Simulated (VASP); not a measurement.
These are PBE GGA, VASP's PBE PAW potentials (set 64) (plane waves; VASP 6.6.1) values and carry that method's errors.

A VASP calculation is set up with these files.

**POSCAR**
```
Se
1
    2.2287000000    -3.8602220000     0.0000000000
    2.2287000000     3.8602220000     0.0000000000
    0.0000000000     0.0000000000     5.0490000000
Se
3
Direct
  0.0000000000   0.2250000000   0.6666670000
  0.7750000000   0.7750000000   0.0000000000
  0.2250000000   0.0000000000   0.3333330000
```

File KPOINTS:
```
Automatic mesh
0
Gamma
5 5 4
0 0 0
```

INCAR:
```
# general
SYSTEM   =  Se
PREC     =  Accurate
ENCUT    =  400
LREAL    =  .FALSE.
LASPH    =  .TRUE.

# electronic loop
EDIFF    =  1E-6
NELM     =  100
ALGO     =  Normal
IMIX     =  1
AMIX     =  1.0
BMIX     =  0.0001
LMAXMIX  =  4

# smearing
ISMEAR   =  0
SIGMA    =  0.05

# functional
GGA      =  PE

# ions
ISIF     =  2

# output
LWAVE    =  .FALSE.
LCHARG   =  .FALSE.
```

POTCAR, in this order: Se (PBE.64 set). Program: vasp_std.

**Question.** Predict the energy per atom (σ→0), largest force.

**Answer.** 
The energy per atom (σ→0) is -3.502 eV/atom and the largest force is 0.131 eV/Å.

File OSZICAR:
```
...
DAV:  37    -0.105058128984E+02    0.62949E-06   -0.40220E-05   452   0.459E-02    0.101E-02
DAV:  38    -0.105058120042E+02    0.89417E-06   -0.30764E-05   452   0.401E-02    0.877E-03
DAV:  39    -0.105058116811E+02    0.32306E-06   -0.23533E-05   462   0.351E-02    0.773E-03
DAV:  40    -0.105058111186E+02    0.56251E-06   -0.18008E-05   457   0.307E-02    0.671E-03
DAV:  41    -0.105058109645E+02    0.15409E-06   -0.13779E-05   452   0.269E-02    0.591E-03
DAV:  42    -0.105058106045E+02    0.36002E-06   -0.10539E-05   452   0.235E-02    0.514E-03
DAV:  43    -0.105058105403E+02    0.64176E-07   -0.80582E-06   452   0.205E-02
   1 F= -.10505811E+02 E0= -.10505811E+02  d E =-.522066E-16
```

The compound is Se in the trig structure. The cell was not relaxed at this level. The run is one of a series of settings (AMIX = 1.0, BMIX = 0.0001, IMIX = 1 against the base run), some of them coarse on purpose.
